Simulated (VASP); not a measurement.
```
CELL_PARAMETERS angstrom
      0.00000     3.04000     3.04000
      3.04000     0.00000     3.04000
      3.04000     3.04000     0.00000
ATOMIC_POSITIONS crystal
  Sr 0.00000 0.00000 0.00000
```

Level of theory: RPBE GGA, VASP's PBE PAW potentials (set 64) (plane waves; VASP). Settings: 520 eV cut-off, 9×9×9 Γ-centred mesh, first-order Methfessel-Paxton smearing of 0.10 eV, potentials Sr_sv.

Energy and stress use the plane-wave basis of the starting cell.

**Question.** The ions, cell shape and volume are relaxed. What does this cell relax into?

**Answer.** 
```
CELL_PARAMETERS angstrom
      0.00000     3.07327     3.07327
      3.07327     0.00000     3.07327
      3.07327     3.07327     0.00000
ATOMIC_POSITIONS crystal
  Sr 0.00000 0.00000 0.00000
```
Space group Fm-3m (225), at a tolerance of 0.03 Å.

**Question.** How do energy and volume change from the first to the last step?

**Answer.** The energy (σ→0) changes by -1.9 meV/atom and the volume by +3.3 %, in 3 ionic steps.

```
step  E(σ→0) (eV)  max force (eV/Å)  pressure (GPa)  volume (Å³)
----  -----------  ----------------  --------------  -----------
1         -1.4561             0.000            0.37        56.19
2         -1.4577             0.000            0.16        57.25
3         -1.4580             0.000            0.01        58.05
```

The compound is Sr in the fcc structure. This run relaxes it. Symmetry was kept, so distortions that lower it aren't found.
